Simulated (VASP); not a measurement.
An input for Quantum ESPRESSO's pw.x (written as the equivalent of a VASP run, and not itself run):

```
&CONTROL
  calculation = 'scf'
  pseudo_dir = './pseudo'
  outdir = './out'
  tprnfor = .true.
  tstress = .true.
/
&SYSTEM
  ibrav = 0
  nat = 2
  ntyp = 2
  ecutwfc = 88
  occupations = 'smearing'
  smearing = 'gaussian'
  degauss = 0.003675
  input_dft = 'vdw-df-ob86'
/
&ELECTRONS
  conv_thr = 7.3e-09
  electron_maxstep = 100
/
ATOMIC_SPECIES
  Be 9.012 Be.upf
  Te 127.600 Te.upf
CELL_PARAMETERS angstrom
     0.0000000    2.8816600    2.8816600
     2.8816600    0.0000000    2.8816600
     2.8816600    2.8816600    0.0000000
ATOMIC_POSITIONS crystal
  Be   0.0000000  0.0000000  0.0000000
  Te   0.2500000  0.2500000  0.2500000
K_POINTS automatic
  8 8 8 0 0 0
```

Question: Write the VASP files for the same calculation (optB86b-vdW).

Answer: One answer among several that fit: 
### INCAR
```
! general
SYSTEM   = BeTe
PREC     = Accurate
ENCUT    = 520
LREAL    = F
LASPH    = T

! electronic loop
EDIFF    = 1E-7
NELM     = 100
ALGO     = Normal
LMAXMIX  = 4

! smearing
ISMEAR   = 0
SIGMA    = 0.05

! functional
GGA      = MK
LUSE_VDW = T
AGGAC    = 0.0
PARAM1   = 0.1234
PARAM2   = 1.0

! ions
ISIF     = 2

! output
LWAVE    = F
LCHARG   = F
```

**KPOINTS**
```
Automatic mesh
0
Gamma
8 8 8
0 0 0
```

File POSCAR:
```
BeTe
5.763320
  0.0000000000   0.5000000076   0.5000000076
  0.5000000076   0.0000000000   0.5000000076
  0.5000000076   0.5000000076   0.0000000000
Be Te
1 1
Cart
  0.0000000000   0.0000000000   0.0000000000
  0.2500000038   0.2500000038   0.2500000038
```

POTCAR, in this order: Be Te (PBE.64 set). Program: vasp_std.

What does not carry over: the potentials are each code's own (VASP's PAW set, PseudoDojo norm-conserving files in pw.x), so ENCUT and ecutwfc are chosen apart and not converted; conv_thr bounds pw.x's estimated SCF error, while EDIFF bounds the energy change between steps.

The compound is BeTe in the zinc blende structure. This cell is one point of a volume scan, at 1.06 of the reference volume.
